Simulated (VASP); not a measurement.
Crystal: MoS2.

```
Mo S
1.0
     3.16100    0.00000    0.00000
    -1.58050    2.73751    0.00000
     0.00000    0.00000   12.29500
Mo S
2 4
Cartesian
  0.0000 1.8250 3.0737
  1.5805 0.9125 9.2212
  1.5805 0.9125 4.6388
  1.5805 0.9125 1.5087
  0.0000 1.8250 10.7863
  0.0000 1.8250 7.6562
```

The cell was built by a generator and needn't be a form met in nature.

Base run:

* Program: VASP 6.6.1
* Functional: PBE
* Potentials or basis: VASP PAW PBE potentials, release 64 (Mo_sv, S)
* Cutoff: 520 eV
* k mesh: 8 × 8 × 2
* Occupations: fermi-dirac, width 0.05 eV
* Spin: no spin polarisation

Its results: band gap on the k mesh 0.99 eV, indirect (least direct gap 1.96 eV); pressure 2.7 GPa; largest force 0.031 eV/Å.

Problem. After a change of settings the same cell gave: band gap on the k mesh 0.97 eV, indirect (least direct gap 1.95 eV); pressure 3.5 GPa; largest force 0.247 eV/Å. Which change was it?
A. functional from PBE to vdW-DF
B. functional from PBE to rev-vdW-DF2
C. dispersion from none to TS
D. functional from PBE to optB88-vdW

Solution. D.

Caveats: this functional lacks dispersion, which binds the layers, so the pressure and a relaxed spacing across them are unreliable (some runs); the PAW data sets were made with another functional, which shifts forces and pressure a little (some runs).

Not every run made on this cell is shown here.
